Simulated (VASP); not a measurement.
VASP ran on this input.

INCAR:
```
ALGO = Normal   # blocked Davidson
PREC = Accurate
LCHARG = .FALSE.
ENCUT = 500
PSTRESS = 200   # kbar
IBRION = 2   # conjugate gradients
LREAL = .FALSE.
ISIF = 3
LWAVE = .FALSE.
SIGMA = 0.1   # width (eV)
GGA = PS   # PBEsol
LMAXMIX = 4   # l cut-off of mixed one-centre charges
EDIFF = 1E-6
SYSTEM = GeSe
EDIFFG = -0.02   # ionic stop
NELM = 100
LASPH = .TRUE.   # aspherical one-centre terms
ISMEAR = 1
NSW = 40   # most ionic steps
```

### POSCAR
```
GeSe
1.0
  3.4149499601   0.0000000000   0.0000000000
 -1.7074749801   2.9574315344   0.0000000000
  0.0000000000   0.0000000000   6.8884681338
Ge Se
2 2
Cartesian
  0.0000000000   0.0000000000   0.0000000000
  0.0000000000   0.0000000000   3.4442340669
 -0.0000017075   1.9716220087   1.7221170335
  1.7074766875   0.9858095257   5.1663511004
```

**KPOINTS**
```
Regular mesh
0
gamma
  10 10 5
```

POTCAR, in this order: Ge_d Se (PBE.64 set). Program: vasp_std.

Q: Write an equivalent input for Quantum ESPRESSO's pw.x.

A: One equivalent input (not run):
```
&CONTROL
  calculation = 'vc-relax'
  pseudo_dir = './pseudo'
  outdir = './out'
  tprnfor = .true.
  tstress = .true.
  nstep = 40
  forc_conv_thr = 0.00078
/
&SYSTEM
  ibrav = 0
  nat = 4
  ntyp = 2
  ecutwfc = 86
  occupations = 'smearing'
  smearing = 'methfessel-paxton'
  degauss = 0.00735
  input_dft = 'pbesol'
/
&ELECTRONS
  conv_thr = 7.3e-08
  electron_maxstep = 100
/
&IONS
/
&CELL
  press = 200
/
ATOMIC_SPECIES
  Ge 72.630 Ge.upf
  Se 78.971 Se.upf
CELL_PARAMETERS angstrom
     3.4149500   -0.0000000   -0.0000000
    -1.7074750    2.9574315    0.0000000
     0.0000000   -0.0000000    6.8884681
ATOMIC_POSITIONS crystal
  Ge   0.0000000  0.0000000  0.0000000
  Ge   0.0000000  0.0000000  0.5000000
  Se   0.3333330  0.6666670  0.2500000
  Se   0.6666670  0.3333330  0.7500000
K_POINTS automatic
  10 10 5 0 0 0
```
What does not carry over: the potentials are each code's own (VASP's PAW set, PseudoDojo norm-conserving files in pw.x), so ENCUT and ecutwfc are chosen apart and not converted; conv_thr bounds pw.x's estimated SCF error, while EDIFF bounds the energy change between steps; forc_conv_thr acts on force components and is met together with etot_conv_thr.

The structure was generated: GeSe was put into the NiAs type type (P6_3/mmc), which need not be its known phase. It was relaxed first under an external pressure of 20 GPa.
